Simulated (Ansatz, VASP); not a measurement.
# SnSe: VASP beside Ansatz

One calculation is typed for both programs; each brings its own data sets. How far apart do they land? The cell is generated by rule, not measured, and may not be a known phase. The cell is taken from a series of runs on this material, whose earlier steps may have relaxed, scaled, displaced or heated it; both programs get it as it stands.

Main program and level: Ansatz 0.2.0; plane waves, with VASP 6.6.1 beside it; zone-centre phonons at LDA.

The structure was built from a prototype and need not be the compound's stable phase.

**1. The structure**

The structure is cubic, space group F-43m (No. 216). The conventional cell has a = 6.550 Å, b = 6.550 Å, c = 6.550 Å, α = 90.00°, β = 90.00°, γ = 90.00°. Nearest to Sn lie 4 Se at 2.84 Å. Nearest to Se lie 4 Sn at 2.84 Å. Farther neighbours and most contacts between anions are not listed.

As a file:

```xyz
2
Lattice="0.0000 3.2750 3.2750 3.2750 0.0000 3.2750 3.2750 3.2750 0.0000" Properties=species:S:1:pos:R:3 pbc="T T T"
Sn    0.0000    0.0000    0.0000
Se    1.6375    1.6375    1.6375
```

**2. VASP: zone-centre phonons, LDA**

Second derivatives magnify differences that forces hide, and they need a tight electronic threshold.

Lines of VASP's logs that name or quote its potential files are left out, and so is its time.

Contents of INCAR:

```
SYSTEM = SnSe
PREC = Accurate
ENCUT = 500
EDIFF = 1E-08
NELM = 120
ISMEAR = -1
SIGMA = 0.27211
LREAL = .FALSE.
ALGO = Normal
GGA = CA
NBANDS = 16
LORBIT = 11
LWAVE = .FALSE.
LCHARG = .FALSE.
ISIF = 2
IBRION = 8
LASPH = .TRUE.
GGA_COMPAT = .FALSE.
KPAR = 2
```

Contents of POSCAR:

```
SnSe
1.0
    0.0000000000      3.2749629900      3.2749629900
    3.2749629900      0.0000000000      3.2749629900
    3.2749629900      3.2749629900      0.0000000000
Sn Se
1 1
Direct
    0.0000000000      0.0000000000      0.0000000000
    0.2500000000      0.2500000000      0.2500000000
```

Contents of KPOINTS:

```
Automatic mesh
0
Gamma
8 8 8
0 0 0
```

The projector-augmented-wave data sets are Sn_d and Se (LDA family, release 64).

Started as:

```sh
> mpirun -np 2 vasp_std
```

What it wrote:

```text
[banner, memory and clock lines left out]
running    2 mpi-ranks, on    1 nodes
 distrk:  each k-point on    1 cores,    2 groups
 distr:  one band on    1 cores,    1 groups

 POSCAR found type information on POSCAR SnSe
 POSCAR found :  2 types and       2 ions
 LDA part: xc-table for (Slater(with rela. corr.)+CA(PZ))
 , standard interpolation
 POSCAR, INCAR and KPOINTS ok, starting setup
 FFT: planning ... GRIDC
 FFT: planning ... GRID_SOFT
 FFT: planning ... GRID
 WAVECAR not read
 entering main loop
       N       E                     dE             d eps       ncg     rms          rms(c)
DAV:   1     0.128732187368E+03    0.12873E+03   -0.94563E+03   928   0.136E+03
DAV:   2     0.342515363866E+01   -0.12531E+03   -0.12248E+03   984   0.344E+02
DAV:   3    -0.878628278815E+01   -0.12211E+02   -0.12093E+02  1200   0.961E+01
DAV:   4    -0.909949088614E+01   -0.31321E+00   -0.31310E+00  1040   0.177E+01
DAV:   5    -0.911027835179E+01   -0.10787E-01   -0.10787E-01  1408   0.306E+00    0.390E+00
DAV:   6    -0.886932952800E+01    0.24095E+00   -0.66865E-01  1384   0.435E+00    0.253E+00
DAV:   7    -0.886104668511E+01    0.82828E-02   -0.64269E-02  1072   0.117E+00    0.115E+00
DAV:   8    -0.885777384079E+01    0.32728E-02   -0.60064E-03  1192   0.690E-01    0.137E-01
DAV:   9    -0.885757390721E+01    0.19993E-03   -0.11353E-03  1248   0.244E-01    0.564E-02
DAV:  10    -0.885760018844E+01   -0.26281E-04   -0.97327E-05  1080   0.780E-02    0.128E-02
DAV:  11    -0.885760298928E+01   -0.28008E-05   -0.90859E-06  1264   0.282E-02    0.647E-03
DAV:  12    -0.885760306643E+01   -0.77143E-07   -0.99181E-07  1184   0.138E-02    0.156E-03
DAV:  13    -0.885760311031E+01   -0.43879E-07   -0.77260E-08  1136   0.209E-03    0.818E-04
DAV:  14    -0.885760310775E+01    0.25616E-08   -0.23656E-08   920   0.161E-03
   1 F= -.88576031E+01 E0= -.87619067E+01  d E =-.191393E+00
 Linear response reoptimize wavefunctions to high precision
DAV:   1    -0.885760310798E+01   -0.23601E-09   -0.22764E-09   856   0.418E-04
DAV:   2    -0.885760310797E+01    0.12278E-10   -0.18747E-10   544   0.134E-04
 Linear response DOF=           2
 Linear response progress:
  Degree of freedom:   1/  2
       N       E                     dE             d eps       ncg     rms          rms(c)
RMM:   1    -0.217752121739E+00   -0.21775E+00    0.40324E-01  3631   0.112E+01
RMM:   2    -0.223412168967E+00   -0.56600E-02   -0.15273E-02  5465   0.980E-01    0.540E-02
RMM:   3    -0.223396846765E+00    0.15322E-04   -0.12788E-03  5861   0.273E-01    0.228E-02
RMM:   4    -0.223232843743E+00    0.16400E-03   -0.96264E-05  5963   0.789E-02    0.106E-02
RMM:   5    -0.223210558118E+00    0.22286E-04   -0.10127E-05  6088   0.243E-02    0.544E-03
RMM:   6    -0.223201341272E+00    0.92168E-05   -0.11475E-06  5974   0.835E-03    0.121E-03
RMM:   7    -0.223205885800E+00   -0.45445E-05   -0.12797E-07  6221   0.291E-03    0.475E-04
RMM:   8    -0.223205123880E+00    0.76192E-06   -0.37332E-09  6059   0.110E-03    0.399E-05
RMM:   9    -0.223204903426E+00    0.22045E-06    0.79832E-08  6174   0.417E-04    0.166E-05
RMM:  10    -0.223205086581E+00   -0.18316E-06    0.68644E-08  6452   0.175E-04    0.482E-06
RMM:  11    -0.223205077666E+00    0.89152E-08    0.27896E-08  6326   0.877E-05    0.206E-06
 first order change of Fermi-energy   0.13869E-05
 force on displaced ion       1 direction 1 :  -2.818  -0.000  -0.000
 Linear response progress:
  Degree of freedom:   2/  2
       N       E                     dE             d eps       ncg     rms          rms(c)
RMM:   1    -0.873795652829E-01   -0.87380E-01    0.78623E-02  6466   0.138E+00
RMM:   2    -0.855112612213E-01    0.18683E-02   -0.22977E-03  5139   0.268E-01    0.583E-02
RMM:   3    -0.856559619007E-01   -0.14470E-03   -0.15744E-04  5883   0.816E-02    0.277E-02
RMM:   4    -0.858328242964E-01   -0.17686E-03   -0.38238E-05  5770   0.400E-02    0.569E-03
RMM:   5    -0.858386476876E-01   -0.58234E-05   -0.24620E-06  5986   0.114E-02    0.279E-03
RMM:   6    -0.858320839161E-01    0.65638E-05   -0.20676E-07  5984   0.283E-03    0.149E-03
RMM:   7    -0.858305185215E-01    0.15654E-05   -0.21486E-08  6045   0.856E-04    0.261E-04
RMM:   8    -0.858303084650E-01    0.21006E-06    0.10577E-08  6030   0.250E-04    0.615E-05
RMM:   9    -0.858301701542E-01    0.13831E-06    0.12003E-07  6149   0.929E-05    0.141E-05
RMM:  10    -0.858301140249E-01    0.56129E-07   -0.82256E-08  6425   0.334E-05    0.285E-06
RMM:  11    -0.858301452923E-01   -0.31267E-07   -0.64677E-08  5994   0.172E-05    0.185E-06
RMM:  12    -0.858301456270E-01   -0.33469E-09    0.19946E-08  5510   0.123E-05    0.501E-07
 first order change of Fermi-energy   0.96438E-04
 force on displaced ion       2 direction 1 :  -2.853  -0.000  -0.000
 Linear response finished
```

From OUTCAR (step 2):

```text
ion  position               nearest neighbor table
   1  0.000  0.000  0.000-   2 2.84   2 2.84   2 2.84   2 2.84
   2  0.250  0.250  0.250-   1 2.84   1 2.84   1 2.84   1 2.84

  LATTYP: Found a face centered cubic cell.
 ALAT       =     6.5499259800

 Subroutine GETGRP returns: Found 24 space group operations
 (whereof 24 operations were pure point group operations)

The static configuration has the point symmetry T_d .

 Found     29 irreducible k-points:

   k-points           NKPTS =     29   k-points in BZ     NKDIM =     29   number of bands    NBANDS=     16

   dimension x,y,z NGX =    36 NGY =   36 NGZ =   36
   dimension x,y,z NGXF=    72 NGYF=   72 NGZF=   72

   ENCUT  =  500.0 eV  36.75 Ry    6.06 a.u.   8.44  8.44  8.44*2*pi/ulx,y,z

   NELECT =      20.0000    total number of electrons

 k-points in reciprocal lattice and weights: Automatic mesh
   0.00000000  0.00000000  0.00000000       0.002
   0.12500000  0.00000000  0.00000000       0.016
   0.25000000  0.00000000  0.00000000       0.016
   0.37500000  0.00000000  0.00000000       0.016
   0.50000000  0.00000000  0.00000000       0.008
   0.12500000  0.12500000  0.00000000       0.012
   0.25000000  0.12500000  0.00000000       0.047
   0.37500000  0.12500000  0.00000000       0.047
   0.50000000  0.12500000  0.00000000       0.047
[...]
-0.37500000  0.50000000  0.12500000       0.023
  -0.25000000  0.50000000  0.25000000       0.012

 average (electrostatic) potential at core
       1-103.5701       2 -61.2362

  Total        0.0844984      0.0844984      0.0844984      0.0000000      0.0000000     -0.0000000
  in kB        1.9271256      1.9271256      1.9271256      0.0000000      0.0000000     -0.0000000
  external PRESSURE =       1.9271256 kB  Pullay stress =       0.0000000 kB

  energy-cutoff  :      500.00
  volume of cell :       70.25
      direct lattice vectors                 reciprocal lattice vectors
     0.000000000  3.274962990  3.274962990    -0.152673481  0.152673481  0.152673481
     3.274962990  0.000000000  3.274962990     0.152673481 -0.152673481  0.152673481
     3.274962990  3.274962990  0.000000000     0.152673481  0.152673481 -0.152673481

 POSITION                                       TOTAL-FORCE (eV/Angst)
 -----------------------------------------------------------------------------------
      0.00000      0.00000      0.00000         0.000000      0.000000      0.000000
      1.63748      1.63748      1.63748        -0.000000     -0.000000     -0.000000
 -----------------------------------------------------------------------------------
    total drift:                               -0.000000     -0.000000     -0.000000

 Eigenvectors and eigenvalues of the dynamical matrix
 ----------------------------------------------------

   1 f  =    3.825170 THz    24.034255 2PiTHz  127.593952 cm-1    15.819627 meV
             X         Y         Z           dx          dy          dz
      0.000000  0.000000  0.000000    -0.629661    0.000000    0.000000
      1.637481  1.637481  1.637481     0.776870   -0.000000    0.000000

   2 f  =    3.825170 THz    24.034255 2PiTHz  127.593952 cm-1    15.819627 meV
             X         Y         Z           dx          dy          dz
      0.000000  0.000000  0.000000     0.000000    0.000000   -0.629661
      1.637481  1.637481  1.637481     0.000000    0.000000    0.776870

   3 f  =    3.825170 THz    24.034255 2PiTHz  127.593952 cm-1    15.819627 meV
             X         Y         Z           dx          dy          dz
      0.000000  0.000000  0.000000     0.000000    0.629661    0.000000
      1.637481  1.637481  1.637481    -0.000000   -0.776870    0.000000

   4 f/i=    0.011647 THz     0.073183 2PiTHz    0.388515 cm-1     0.048170 meV
             X         Y         Z           dx          dy          dz
      0.000000  0.000000  0.000000    -0.769805   -0.097174   -0.038527
      1.637481  1.637481  1.637481    -0.623935   -0.078760   -0.031226

   5 f/i=    0.011647 THz     0.073183 2PiTHz    0.388515 cm-1     0.048170 meV
             X         Y         Z           dx          dy          dz
      0.000000  0.000000  0.000000     0.000003   -0.286350    0.722171
      1.637481  1.637481  1.637481     0.000003   -0.232089    0.585327

   6 f/i=    0.011647 THz     0.073183 2PiTHz    0.388515 cm-1     0.048170 meV
             X         Y         Z           dx          dy          dz
      0.000000  0.000000  0.000000     0.104532   -0.715604   -0.283746
      1.637481  1.637481  1.637481     0.084725   -0.580004   -0.229979

 ELASTIC MODULI CONTR FROM IONIC RELAXATION (kBar)
 Direction    XX          YY          ZZ          XY          YZ          ZX
 --------------------------------------------------------------------------------
 XX          -0.0000      0.0000      0.0000      0.0000     -0.0000     -0.0000
 YY           0.0000     -0.0000     -0.0000      0.0000      0.0000     -0.0000
 ZZ           0.0000     -0.0000     -0.0000     -0.0000      0.0000     -0.0000
 XY           0.0000      0.0000     -0.0000   -174.0606      0.0000      0.0000
 YZ          -0.0000      0.0000      0.0000      0.0000   -174.0606      0.0000
 ZX          -0.0000     -0.0000     -0.0000      0.0000      0.0000   -174.0606
 --------------------------------------------------------------------------------
```

**3. Ansatz: zone-centre phonons, LDA**

Ansatz runs on norm-conserving files, of PseudoDojo where its log says so.

The same cell, functional (in two slightly different forms), mesh and smearing now go to Ansatz, which takes its cutoff from its data sets.

Contents of input.yaml:

```yaml
crystal:
  lattice:
    - [0.0, 3.27496299, 3.27496299]
    - [3.27496299, 0.0, 3.27496299]
    - [3.27496299, 3.27496299, 0.0]
  atoms:
    - { symbol: Sn, position: [0.0, 0.0, 0.0] }
    - { symbol: Se, position: [0.25, 0.25, 0.25] }
kpoints:
  mp_grid: { grid: [8, 8, 8] }
hamiltonian:
  xc: lda
  pseudopotentials: { kind: nc, accuracy: standard }
scf:
  occupations: { method: fermi_dirac, width: 0.27211 }
output:
  eigenvalues: true
phonons:
  method: dfpt
```

Started as:

```sh
> ansatz run input.yaml --threads 2 --pin off --max-ram 4096MiB --backend cpu --events-out ev --progress --plain --runs-dir out
```

What it wrote:

```text
band count auto-derived: 20 (N_el = 30.0; filled up to band 15; 19 by the electrons, moments and atoms)
zone centre: on kpoints.mp_grid the ground state, and the responses unless they are solved on pairs of k-points, stand on 59 of the mesh's 512 k-points, reduced under 8 symmetry operations, with k and −k counted as one. Each operation leaves every solved displacement unchanged or reverses it
Engine: ansatz 0.2.0, x86_64-unknown-linux-gnu
Pseudopotentials: kind: nc
Pseudopotential: Sn, nc, valence charge 14, recommended cutoff 979.609905 eV (normal), Sn.nc.azcp (PseudoDojo's, or run here from an input of PseudoDojo's; its table is named by hamiltonian.pseudopotentials.accuracy)
Pseudopotential: Se, nc, valence charge 16, recommended cutoff 1170.089609 eV (normal), Se.nc.azcp (PseudoDojo's, or run here from an input of PseudoDojo's; its table is named by hamiltonian.pseudopotentials.accuracy)
Functional definition: SPW92
  exchange = slater_x
  correlation = pw_c
Crystal: 2 atoms, lattice volume = 70.250 Å³
Basis set: ecut = 1170.089609 eV, 6375 PW (Γ), exchange–correlation on 108×108×108 points (8 copies of the dense FFT grid, shifted against one another)
Bands: 20, of which v1, the nominal top of the filled ones, is band 15 counted from 1 (14 counted from 0)
Symmetry: 24 space group operations
k-points: 59 of 512 (irreducible under 8 space group operations, time reversal used)
Non-local potential: Sn, projectors of the file, l = 0: 2, l = 1: 2, l = 2: 2
Non-local potential: Se, projectors of the file, l = 0: 2, l = 1: 2, l = 2: 2
Initial density: superposition of atomic densities (chi_scale 0.1, normalization cell, long waves kept (reshape's long-wave potential 0.00 eV rms))
Initial wavefunctions: pseudopotential atomic-orbital guess
Functional: x = slater, c = lda
SCF iter   1: F=—  HF=-5436.260283 eV  |F-HF|=—  |Δ(HF+E_count)|=         —  Δρ=2.85e-2  dr2=7.13e-1  ethr=3.10e-3  ⟨swp⟩=5.8  Hψ=5771  notcnv=0
preconditioner: auto → Kerker (q_TF=auto, 2.368 Å⁻¹)  [metal: Δε(μ)=0.314 eV  Ē_g=9.692 eV  σ=0.272 eV  W_gap=0.27  n_scr=14 (ndim 8)  ℏωp=14.0 eV  f_vac=0.118  D(μ)=0.84/eV (n_scr^D=0)]
SCF iter   2: F=—  HF=-5436.049790 eV  |F-HF|=—  |Δ(HF+E_count)|=   2.10e-1  Δρ=1.43e-2  dr2=1.76e-1  ethr=2.38e-3  ⟨swp⟩=1.0  Hψ=1652  notcnv=0
SCF iter   3: F=—  HF=-5435.983570 eV  |F-HF|=—  |Δ(HF+E_count)|=   6.62e-2  Δρ=3.90e-3  dr2=1.70e-2  ethr=5.87e-4  ⟨swp⟩=2.6  Hψ=1924  notcnv=0
SCF iter   4: F=—  HF=-5435.979427 eV  |F-HF|=—  |Δ(HF+E_count)|=   4.14e-3  Δρ=1.66e-3  dr2=2.50e-3  ethr=5.68e-5  ⟨swp⟩=2.0  Hψ=1487  notcnv=0
SCF iter   5: F=—  HF=-5435.979105 eV  |F-HF|=—  |Δ(HF+E_count)|=   3.22e-4  Δρ=6.01e-4  dr2=2.95e-4  ethr=8.34e-6  ⟨swp⟩=2.4  Hψ=1681  notcnv=0
SCF iter   6: F=—  HF=-5435.979271 eV  |F-HF|=—  |Δ(HF+E_count)|=   1.66e-4  Δρ=2.61e-4  dr2=2.33e-5  ethr=9.82e-7  ⟨swp⟩=2.0  Hψ=1779  notcnv=0
SCF iter   7: F=—  HF=-5435.979309 eV  |F-HF|=—  |Δ(HF+E_count)|=   3.74e-5  Δρ=4.83e-5  dr2=7.04e-7  ethr=7.77e-8  ⟨swp⟩=2.0  Hψ=1809  notcnv=0
SCF iter   8: F=—  HF=-5435.979250 eV  |F-HF|=—  |Δ(HF+E_count)|=   5.92e-5  Δρ=1.08e-5  dr2=9.46e-8  ethr=2.35e-9  ⟨swp⟩=2.1  Hψ=1888  notcnv=0
SCF iter   9: F=—  HF=-5435.979250 eV  |F-HF|=—  |Δ(HF+E_count)|=   4.53e-8  Δρ=3.43e-6  dr2=1.56e-8  ethr=3.15e-10  ⟨swp⟩=2.6  Hψ=1750  notcnv=0
SCF iter  10: F=—  HF=-5435.979250 eV  |F-HF|=—  |Δ(HF+E_count)|=   5.72e-9  Δρ=1.05e-6  dr2=1.32e-9  ethr=5.18e-11  ⟨swp⟩=1.9  Hψ=1291  notcnv=0
SCF iter  11: F=—  HF=-5435.979250 eV  |F-HF|=—  |Δ(HF+E_count)|=  9.06e-10  Δρ=2.18e-7  dr2=2.87e-11  ethr=4.41e-12  ⟨swp⟩=2.3  Hψ=1640  notcnv=0
SCF iter  12: F=-5435.979250 eV  HF=-5435.979250 eV  |F-HF|=0.00e0  |Δ(HF+E_count)|=  7.73e-11  Δρ=5.19e-8  dr2=1.37e-12  ethr=1.00e-12  ⟨swp⟩=7.7  Hψ=6303  notcnv=0
SCF 1 converged in 12 iterations: F = -5435.979250 eV  dr2 = 1.37e-12
DFPT response loops at Γ: preconditioner auto → none (partly filled bands, converged f_vac=0.166); β = 0.50; Broyden in place of MSR1
SCF converged after 12 iterations
Free energy (F): -5435.979250 eV
Harris-Foulkes:  -5435.979250 eV  (|F-HF|=0.00e0)
Internal energy: -5435.789648 eV  (E = F + TS)
E sigma→0 (E₀):  -5435.884449 eV
Entropy (-TS):   -0.189602 eV (-94.801 meV/atom)
Fermi energy:    6.403115 eV
--- Per-component energies (eV) ---
  E_band       = -563.939297
  E_kinetic    = 3402.802476
  E_local      = -4699.430017  (includes V_loc(G=0)·N_el)
  E_nonlocal   = -1989.205599
  E_hartree    = 1761.303024
  E_xc         = -1238.363865
  E_vxc        = -800.712149  (∫ρ·V_xc dr)
  E_ewald      = -2672.895666
  E_smearing   = -0.189602  (= −TS)
  E_closure    = 0.000000  (closes the sum)
  Σ components = -5435.979250   (vs F -5435.979250, Δ=0.00e0)
--- Band table (eV; the first three rows and the last of 59) ---
  k-point 0: bands = [... 11 lower, 1.0735, 3.8258, 3.8258, 3.8258, 7.7655, 7.7655, 7.7655, 11.0292, ... 1 higher]
  k-point 1: bands = [... 11 lower, 0.6347, 3.7238, 3.7238, 4.0360, 7.7470, 7.9411, 7.9411, 11.6863, ... 1 higher]
  k-point 2: bands = [... 11 lower, -0.2035, 3.5081, 3.5081, 4.1700, 8.2230, 8.2849, 8.2849, 12.4900, ... 1 higher]
  k-point 58: bands = [... 11 lower, -1.4198, 2.1392, 2.2324, 6.4715, 7.9873, 8.3808, 10.2791, 11.7722, ... 1 higher]
--- Phonons (Γ-DFPT): 2 representative perturbations + reference, on 59 of 512 k-points (Σ response iterations 6) ---
  k mesh reduced under 8 symmetry operations, with k and −k counted as one. Each operation leaves every solved displacement unchanged or reverses it
  ASR residual: 1.542e-4 → 0.000e0 eV/Å²; symmetrization residual: 3.452e-6 eV/Å²
  ASR residual per site (eV/Å²): 1.54e-4 1.37e-4
  Γ frequencies (cm⁻¹): 0.00 0.00 0.00 128.32 128.32 128.32
  non-analytic LO–TO correction: not included (Born effective charges unavailable; polar crystals: no LO–TO splitting at Γ)
```

The column dr2 measures how far the density is from self-consistency, as an energy; F and HF (Harris–Foulkes) agree once it is small.

**4. Comparison**

Known differences besides the potentials themselves: the two LDA forms differ slightly; the data sets hold 30 valence electrons in Ansatz (on norm-conserving files, of PseudoDojo where its log says so) and 20 in VASP; the cutoff is 1170.09 eV in Ansatz and 500 eV in VASP; VASP's log shows a relativistic correction to its local exchange, Ansatz's none. Total energies have different zeros and are not compared.

Compared:

```
                  quantity  Ansatz   VASP  difference
optical mode 1 to 3 (cm⁻¹)   128.3  127.6     +0.57 %
```

Modes are paired by rising frequency, not by their patterns, so a pair may set unlike modes beside each other; they are those without the splitting of longitudinal modes.

**5. Summary of results**

| Item | Value |
| --- | --- |
| r.m.s. difference of the optical zone-centre modes, each program's sorted by frequency (zone-centre phonons, LDA) | 0.73 cm⁻¹ |
| difference in optical mode 1 to 3 (zone-centre phonons, LDA) | +0.6 % |

The r.m.s. difference of the optical zone-centre modes, each program's sorted by frequency is 0.73 cm⁻¹ (zone-centre phonons, LDA). The data sets hold unlike numbers of valence electrons (30 in Ansatz and 20 in VASP), so part of the differences comes from the potentials. Among the rows given in per cent, the largest difference of the zone-centre phonons, LDA pair is in optical mode 1 to 3, +0.6 %. How closely two codes agree says nothing of how well the functional describes the real material.

[Lines on the potential files, build, host, timing and source positions are cut from VASP's logs without a mark.]

[Logs are printed without paths, hosts, clocks, repeated set-up lines and the standing remarks that a program may print on its own settings, such as how far it seeks lower states.]

[Hosts, paths, dates, database ids (printed as entryN), source tags and the programs' standing remarks are cut or masked in the printed files.]
